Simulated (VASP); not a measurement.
Level of theory: PBE GGA, VASP's PBE PAW potentials (set 64) (plane waves; VASP).

VASP input:

**POSCAR**
```
PtSe2
1
    3.6676690000     0.0000000000     0.0000000000
   -1.8338350000     3.1762950000     0.0000000000
    0.0000000000     0.0000000000    16.9820380000
Pt Se
1 2
Direct
  0.0000000000   0.0000000000   0.5000000000
  0.3333330000   0.6666670000   0.5878000000
  0.6666670000   0.3333330000   0.4122000000
```

INCAR:
```
SYSTEM = PtSe2
PREC = Accurate
ENCUT = 300
EDIFF = 1E-6
NELM = 100
ALGO = Normal
LREAL = .FALSE.
LASPH = .TRUE.
ISMEAR = 1
SIGMA = 0.05
GGA = PE
LMAXMIX = 6
LWAVE = .FALSE.
LCHARG = .FALSE.
ISIF = 2
```

### KPOINTS
```
Automatic mesh
0
G
  16 16 1
0 0 0
```

POTCAR, in this order: Pt Se (PBE.64 set). Program: vasp_std.

The cell holds a wide vacuum, so values per volume refer to the whole cell.

**Question.** Estimate the energy per atom (σ→0), largest force.

**Answer.** 
energy per atom (σ→0): -4.689 eV/atom
largest force: 1.402 eV/Å

File OSZICAR:
```
...
DAV:  14    -0.140663637971E+02   -0.30602E-04   -0.96029E-06   977   0.134E-02    0.556E-03
DAV:  15    -0.140663826678E+02   -0.18871E-04   -0.68413E-06  1074   0.879E-03    0.239E-03
DAV:  16    -0.140664046931E+02   -0.22025E-04   -0.13973E-06   913   0.741E-03    0.124E-03
DAV:  17    -0.140664249531E+02   -0.20260E-04   -0.65350E-07   856   0.337E-03    0.942E-04
DAV:  18    -0.140664345415E+02   -0.95884E-05   -0.25156E-07   807   0.233E-03    0.341E-04
DAV:  19    -0.140664370732E+02   -0.25317E-05   -0.62309E-08   870   0.968E-04    0.140E-04
DAV:  20    -0.140664379034E+02   -0.83015E-06   -0.24899E-08   870   0.513E-04
   1 F= -.14066438E+02 E0= -.14066521E+02  d E =0.249089E-03
```

The cell is a sheet with vacuum, built from a generated structure.
